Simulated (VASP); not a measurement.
OSZICAR of a VASP run on ZrB₂ (AlB2 type):

### OSZICAR
```
       N       E                     dE             d eps       ncg     rms          rms(c)
DAV:   1     0.122848952475E+03    0.12285E+03   -0.10651E+04  1820   0.153E+03
DAV:   2    -0.212937682749E+02   -0.14414E+03   -0.13977E+03  2095   0.355E+02
DAV:   3    -0.273951008713E+02   -0.61013E+01   -0.60411E+01  2935   0.635E+01
DAV:   4    -0.275590892959E+02   -0.16399E+00   -0.16388E+00  2403   0.922E+00
DAV:   5    -0.275634837242E+02   -0.43944E-02   -0.43943E-02  2755   0.123E+00    0.195E+01
DAV:   6    -0.249605875217E+02    0.26029E+01   -0.79250E+00  2210   0.194E+01    0.771E+00
DAV:   7    -0.249364203503E+02    0.24167E-01   -0.84745E-01  2728   0.596E+00    0.281E+00
DAV:   8    -0.249368061407E+02   -0.38579E-03   -0.88025E-02  2212   0.270E+00    0.738E-01
DAV:   9    -0.249342935849E+02    0.25126E-02   -0.16229E-02  2331   0.102E+00    0.145E-01
DAV:  10    -0.249342747205E+02    0.18864E-04   -0.97911E-04  2405   0.287E-01    0.420E-02
DAV:  11    -0.249342909073E+02   -0.16187E-04   -0.33794E-05  2326   0.714E-02    0.116E-02
DAV:  12    -0.249342908236E+02    0.83681E-07   -0.18410E-06  2411   0.137E-02    0.381E-03
DAV:  13    -0.249342908348E+02   -0.11212E-07   -0.22897E-07  2032   0.402E-03
   1 F= -.24934291E+02 E0= -.24934222E+02  d E =-.207285E-03
```

Question: Which electronic solver shows in the log?

Answer: It is blocked Davidson (ALGO = Normal, or the opening steps of other solvers). The INCAR had ALGO = Normal.

Question: Can the final energy be trusted as converged?

Answer: The calculation finished and met its thresholds. It stopped with EDIFF = 1E-7, NELM = 100 (PBE GGA, plane waves, VASP's PBE PAW potentials (set 64)).

The compound is ZrB2 in the AlB2 type structure. This cell was strained or had an atom moved on purpose.
